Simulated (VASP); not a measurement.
Input of a VASP 6.6.1 run:

POSCAR

```
SiH2BrClO
1.0
   12.0000000000      0.0000000000      0.0000000000
    0.0000000000     13.0000000000      0.0000000000
    0.0000000000      0.0000000000     12.0000000000
O Si Cl Br H
1 1 1 1 2
Direct
    0.6213375000      0.5950576900      0.4677791700
    0.5622875000      0.4887961500      0.5068375000
    0.5857875000      0.3746961500      0.3923208300
    0.3808291700      0.5096653800      0.5282375000
    0.5959625000      0.6285346200      0.4012041700
    0.6129291700      0.4588576900      0.6133458300
```

INCAR.step1

```
ALGO     = Normal         # electronic algorithm
EDIFF    = 1E-5           # SCF threshold, eV
ENCUT    = 520            # plane-wave cutoff, eV
GGA      = PE             # functional
ISIF     = 2              # what is computed and relaxed
ISMEAR   = 0              # smearing method
LASPH    = True           # aspherical terms in the spheres
LCHARG   = False          # write CHGCAR
LREAL    = False          # projectors in reciprocal space
LWAVE    = True           # write WAVECAR
NBANDS   = 22             # bands
NELM     = 60             # most SCF steps
PREC     = Accurate       # precision mode
SIGMA    = 0.01           # smearing width, eV
```

INCAR.step2

```
ALGO     = Normal         # electronic algorithm
EDIFF    = 1E-6           # SCF threshold, eV
ENCUT    = 520            # plane-wave cutoff, eV
GGA      = PE             # functional
HFSCREEN = 0.2            # screening, 1/A
ISIF     = 2              # what is computed and relaxed
ISMEAR   = 0              # smearing method
ISTART   = 1            
IVDW     = 12             # dispersion correction
LASPH    = True           # aspherical terms in the spheres
LCHARG   = False          # write CHGCAR
LHFCALC  = True           # exact exchange
LREAL    = False          # projectors in reciprocal space
LWAVE    = False          # write WAVECAR
NBANDS   = 22             # bands
NELM     = 60             # most SCF steps
PREC     = Accurate       # precision mode
PRECFOCK = Normal       
SIGMA    = 0.01           # smearing width, eV
VDW_A1   = 0.383        
VDW_A2   = 5.685        
VDW_S6   = 1.0          
VDW_S8   = 2.31
```

The input KPOINTS:

```
k-points
0
Gamma
  1 1 1
```

Potentials or basis: VASP PAW PBE potentials, release 64 (O, Si, Cl, Br, H).

The run is started by

```sh
$ cat potpaw_PBE.64/O/POTCAR potpaw_PBE.64/Si/POTCAR potpaw_PBE.64/Cl/POTCAR potpaw_PBE.64/Br/POTCAR potpaw_PBE.64/H/POTCAR > POTCAR
$ cp INCAR.step1 INCAR
$ mpirun -np 1 vasp_gam > vasp.out
$ cp INCAR.step2 INCAR
$ mpirun -np 1 vasp_gam > vasp.out
```

What does it give for the dispersion energy per atom?

-0.022 eV.

Predict the gap between the frontier levels.

7.48 eV.

Predict the largest force.

0.112 eV/Å.

Forces on the atoms (eV/Å):
```
O   -0.055 -0.094  0.022
Si  -0.018 -0.041  0.004
Cl  -0.015  0.081  0.075
Br   0.100 -0.013 -0.012
H    0.016  0.057 -0.034
H   -0.029  0.011 -0.055
```

Caveat: the PAW data sets were made with another functional, which shifts forces and pressure a little.
